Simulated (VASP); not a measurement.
VASP input:

**INCAR**
```
SYSTEM = PtAl2
PREC = Accurate
ENCUT = 400
EDIFF = 1E-6
NELM = 3
ALGO = Normal
LREAL = .FALSE.
LASPH = .TRUE.
ISMEAR = 1
SIGMA = 0.1
GGA = PE
LMAXMIX = 6
LWAVE = .FALSE.
LCHARG = .FALSE.
ISIF = 2
```

### KPOINTS
```
Automatic mesh
0
Gamma
7 7 7
0 0 0
```

**POSCAR**
```
PtAl2
1
    0.0000000000     3.0141000000     3.0141000000
    3.0141000000     0.0000000000     3.0141000000
    3.0141000000     3.0141000000     0.0000000000
Al Pt
2 1
Direct
  0.2500000000   0.2500000000   0.2500000000
  0.7500000000   0.7500000000   0.7500000000
  0.0000000000   0.0000000000   0.0000000000
```

POTCAR, in this order: Al Pt (PBE.64 set). Program: vasp_std.

What VASP printed:

### standard output
```
 POSCAR found type information on POSCAR AlPt
 POSCAR found :  2 types and       3 ions
 Reading from existing POTCAR
 Reading from existing POTCAR
 LDA part: xc-table for (Slater+PW92), standard interpolation
 POSCAR, INCAR and KPOINTS ok, starting setup
 WAVECAR not read
 entering main loop
       N       E                     dE             d eps       ncg     rms          rms(c)
DAV:   1     0.416643377214E+02    0.41664E+02   -0.55777E+03   488   0.898E+02
DAV:   2    -0.148755104682E+02   -0.56540E+02   -0.51170E+02   592   0.163E+02
DAV:   3    -0.167328907436E+02   -0.18574E+01   -0.18202E+01   608   0.286E+01

 -----------------------------------------------------------------------------
|                                                                             |
|           W    W    AA    RRRRR   N    N  II  N    N   GGGG   !!!           |
|           W    W   A  A   R    R  NN   N  II  NN   N  G    G  !!!           |
|           W    W  A    A  R    R  N N  N  II  N N  N  G       !!!           |
|           W WW W  AAAAAA  RRRRR   N  N N  II  N  N N  G  GGG   !            |
|           WW  WW  A    A  R   R   N   NN  II  N   NN  G    G                |
|           W    W  A    A  R    R  N    N  II  N    N   GGGG   !!!           |
|                                                                             |
|     The electronic self-consistency was not achieved in the given           |
|     number of steps (NELM). The forces and other quantities evaluated       |
|     might not be reliable so examine the results carefully. If you find     |
|     spurious results, we suggest increasing NELM, if you were close to      |
|     convergence or switching to a different ALGO or adjusting the           |
|     density mixing parameters otherwise.                                    |
|                                                                             |
 -----------------------------------------------------------------------------

   1 F= -.16732891E+02 E0= -.16733041E+02  d E =0.450499E-03
```

OUTCAR:
```
------------------------ aborting loop EDIFF was not reached (unconverged)  ----------------------------
  FORCE on cell =-STRESS in cart. coord.  units (eV):
  Direction    XX          YY          ZZ          XY          YZ          ZX
  --------------------------------------------------------------------------------------
  Total      -17.7194924    -17.7194924    -17.7194924      0.0000000      0.0000000     -0.0000000
  in kB     -518.3927175   -518.3927175   -518.3927175      0.0000000      0.0000000     -0.0000000
  external PRESSURE =    -518.3927175 kB  Pullay stress =       0.0000000 kB
  volume of cell :       54.76
      direct lattice vectors                 reciprocal lattice vectors
     0.000000000  3.014100000  3.014100000    -0.165886998  0.165886998  0.165886998
     3.014100000  0.000000000  3.014100000     0.165886998 -0.165886998  0.165886998
     3.014100000  3.014100000  0.000000000     0.165886998  0.165886998 -0.165886998
 POSITION                                       TOTAL-FORCE (eV/Angst)
 -----------------------------------------------------------------------------------
      1.50705      1.50705      1.50705         0.000000      0.000000      0.000000
      4.52115      4.52115      4.52115        -0.000000     -0.000000     -0.000000
      0.00000      0.00000      0.00000         0.000000      0.000000      0.000000
 -----------------------------------------------------------------------------------
    total drift:                               -0.000000     -0.000000      0.000000
  FREE ENERGIE OF THE ION-ELECTRON SYSTEM (eV)
  ---------------------------------------------------
  free  energy   TOTEN  =       -16.7328907436 eV

  energy  without entropy=      -16.7333412422  energy(sigma->0) =      -16.73304091
```
(Selected blocks of OUTCAR.)

Question: Read the log: what went wrong, and how is it fixed?

Answer: The cause: NELM is too small, so the electronic loop ends before EDIFF is met. The run did not converge; its last values are not results. Against the sound run, the energy per atom (σ→0) falls by 0.175 eV/atom; the pressure falls by 46.91 GPa. To mend it, set NELM = 100.

The mended run (PBE GGA, plane waves, VASP's PBE PAW potentials (set 64)) converges, and its OSZICAR ends with
```
   1 F= -.16207694E+02 E0= -.16207652E+02  d E =-.127792E-03
```

The compound is PtAl2 in the fluorite structure. The cell was not relaxed at this level.
